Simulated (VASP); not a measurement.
VASP input:

File KPOINTS:
```
Regular mesh
0
G
 13 13 13
0 0 0
```

### INCAR
```
SYSTEM = NiAl
PREC = Accurate
ENCUT = 500
EDIFF = 1E-6
NELM = 100
ALGO = Normal
LREAL = .FALSE.
LASPH = .TRUE.
ISMEAR = 1
SIGMA = 0.1
GGA = PS
LMAXMIX = 4
LWAVE = .FALSE.
LCHARG = .FALSE.
IBRION = 2
ISIF = 3
NSW = 40
EDIFFG = -0.02
PSTRESS = 100
```

POSCAR:
```
NiAl
1
    2.8136450087     0.0000000000    -0.0000000000
    0.0000000000     2.8136450087     0.0000000000
   -0.0000000000    -0.0000000000     2.8136450087
Al Ni
1 1
Direct
  0.5000000000   0.5000000000   0.5000000000
  0.0000000000   0.0000000000   0.0000000000
```

POTCAR, in this order: Al Ni (PBE.64 set). Program: vasp_std.

**Question.** Write an equivalent input for Ansatz.

**Answer.** One equivalent input (not run):
Ansatz 0.2 input:
```yaml
crystal:
  lattice:
    - [2.8136450, 0.0000000, 0.0000000]
    - [0.0000000, 2.8136450, 0.0000000]
    - [0.0000000, 0.0000000, 2.8136450]
  atoms:
    - { symbol: Al, position: [0.5000000, 0.5000000, 0.5000000] }
    - { symbol: Ni, position: [0.0000000, 0.0000000, 0.0000000] }
kpoints:
  mp_grid: { grid: [13, 13, 13] }
hamiltonian:
  xc: pbesol
  pseudopotentials: { kind: paw }
scf:
  occupations: { method: methfessel_paxton, width: 0.1 }
  max_iter: 100
relax:
  max_steps: 40
  f_tol: 0.02
  cell: { p_target: 10 }
output: { forces: true, stress: true, eigenvalues: true }
```
The two are equivalent in intent, not identical: each code has its own PAW files, so the cut-off isn't converted (ENCUT is set for VASP's; basis.ecutwfc is left out, and Ansatz then takes the one that its files recommend); Ansatz stops its SCF on the density residual and VASP on the energy change (EDIFF).

The compound is NiAl in the CsCl type structure. It was relaxed first under an external pressure of 10 GPa.
